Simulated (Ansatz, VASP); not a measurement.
**One calculation of La2AlF, two programs**

```
La Al F
1.0
     0.00000    5.31409    5.31409
     5.31409    0.00000    5.31409
     5.31409    5.31409    0.00000
La Al F
4 2 2
Direct
  0.62500 0.62500 0.62500
  0.62500 0.62500 0.12500
  0.62500 0.12500 0.62500
  0.12500 0.62500 0.62500
  0.00000 0.00000 0.00000
  0.25000 0.25000 0.25000
  0.75000 0.75000 0.75000
  0.50000 0.50000 0.50000
```

Alike in both runs: functional PBE; k mesh 4 × 4 × 4; occupations gaussian, width 0.1 eV; no spin polarisation.

Ansatz relaxed the structure, and its values are those at the end. VASP's run is a single point on that final structure, the one shown.

|  | VASP | Ansatz |
| --- | --- | --- |
| version | VASP 6.6.1 | Ansatz 0.2.0 |
| potentials or method | VASP PAW PBE potentials, release 64 (La, Al, F) | scalar-relativistic, plane waves, PAW |
| plane-wave cutoff (eV) | 520 | 420 |
| valence electrons in the cell | 64 | 64 |

```csv
,VASP,Ansatz,Ansatz less VASP
gap on the k mesh at the Fermi level (eV),none,none,-
pressure (GPa),0.2,0.3,+0.10
```

A gap of «none» marks a metal or a gap that the smearing closes.

The runs have no spin-orbit coupling, so splittings on La are missing.
